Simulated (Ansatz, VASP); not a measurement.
## One calculation of Hf2Pd2Se2Br2O3, two programs

The input INCAR:

```
PREC = Accurate ; ENCUT = 520
EDIFF = 1E-7 ; ISMEAR = -1
SIGMA = 0.05 ; LREAL = F
LASPH = T ; NELM = 100
ALGO = Normal ; ISIF = 2
LWAVE = F ; LCHARG = T
GGA = PE ; LVHAR = T
NBANDS = 53 ; KPAR = 4
```

KPOINTS

```
regular mesh
0
Gamma
  8 8 2
```

The input POSCAR:

```
Hf2Pd2Se2Br2O3
1.0
    7.6772200000     -1.7097100000      0.0000000000
    7.6772200000      1.7097100000      0.0000000000
   -3.9994100000      0.0000000000     12.5875400000
Hf Pd Se Br O
2 2 2 2 3
Direct
    0.0548600000      0.0548600000      0.9385600000
    0.3937200000      0.3937200000      0.7169100000
    0.8208000000      0.8208000000      0.4903600000
    0.6771400000      0.6771400000      0.2569300000
    0.0776800000      0.0776800000      0.1543500000
    0.2100900000      0.2100900000      0.4120000000
    0.4135500000      0.4135500000      0.9548000000
    0.7539600000      0.7539600000      0.7134900000
    0.4029900000      0.4029900000      0.5787300000
    0.6144600000      0.6144600000      0.9269800000
    0.9690600000      0.9690600000      0.7783100000
```

File input.yaml:

```yaml
crystal:
  lattice:
    - [7.67722, -1.70971, 0.0]
    - [7.67722, 1.70971, 0.0]
    - [-3.99941, 0.0, 12.58754]
  atoms:
    - { symbol: Hf, position: [0.05486, 0.05486, 0.93856] }
    - { symbol: Hf, position: [0.39372, 0.39372, 0.71691] }
    - { symbol: Pd, position: [0.8208, 0.8208, 0.49036] }
    - { symbol: Pd, position: [0.67714, 0.67714, 0.25693] }
    - { symbol: Se, position: [0.07768, 0.07768, 0.15435] }
    - { symbol: Se, position: [0.21009, 0.21009, 0.412] }
    - { symbol: Br, position: [0.41355, 0.41355, 0.9548] }
    - { symbol: Br, position: [0.75396, 0.75396, 0.71349] }
    - { symbol: O, position: [0.40299, 0.40299, 0.57873] }
    - { symbol: O, position: [0.61446, 0.61446, 0.92698] }
    - { symbol: O, position: [0.96906, 0.96906, 0.77831] }
hamiltonian:
  xc: pbe
  pseudopotentials: { kind: paw }
kpoints:
  mp_grid: { grid: [8, 8, 2] }
  band_path:
    path:
      - [[0.0, 0.0, 0.0], [0.5, 0.5, -1.0], [0.368215039, 0.368215039, -1.1708747319], [0.5, 0.5, -0.5], [0.7411549666, 0.2588450334, -0.5]]
      - [[0.2588450334, -0.2588450334, 0.5], [0.0, 0.0, 0.5], [0.631784961, 0.631784961, 0.1708747319]]
      - [[0.5, 0.5, -1.0], [0.7275117278, 0.2724882722, -1.0]]
      - [[0.2724882722, -0.2724882722, 0.0], [0.0, 0.0, 0.0], [0.5, 0.0, -0.5]]
      - [[0.5, 0.0, 0.0], [0.0, 0.0, 0.0]]
    npoints: 10
scf:
  occupations: { method: fermi_dirac, width: 0.05 }
  n_extra_bands: 27
output:
  forces: true
  stress: true
  eigenvalues: true
  fatbands: true
```

The cell was built by a generator and needn't be a form met in nature.

Alike in both runs: functional PBE; k mesh 8 × 8 × 2; occupations fermi-dirac, width 0.05 eV; no spin polarisation.

|  | VASP | Ansatz |
| --- | --- | --- |
| version | VASP 6.6.1 | Ansatz 0.2.0 |
| potentials or method | VASP PAW PBE potentials, release 64 (Hf_pv, Pd, Se, Br, O) | Ansatz PAW |
| plane-wave cutoff (eV) | 520 | 420 |
| valence electrons in the cell | 84 | 152 |
| task | single point | band structure |

Ansatz gave:

```
gap on the k mesh at the Fermi level (eV)       : 0.84
least direct gap on the mesh (eV)               : 0.88
pressure (GPa)                                  : 0.0
largest component of the traceless stress (GPa) : 0.02
rms of the force components (eV/Å)              : 0.002
```

Q: What did VASP give for the same quantities?

A: gap on the k mesh at the Fermi level (eV): 0.83; least direct gap on the mesh (eV): 0.87; pressure (GPa): -0.4; largest component of the traceless stress (GPa): 0.10; rms of the force components (eV/Å): 0.048.

Atom by atom the forces differ by 0.048 eV/Å (rms over components). The two sets of potentials don't hold the same shells in valence.

Caveats: spin-orbit coupling is left out, which moves the levels of the heavy elements; the k mesh misses the band edges, so the gap on the mesh is wider than the one along the path (Ansatz).
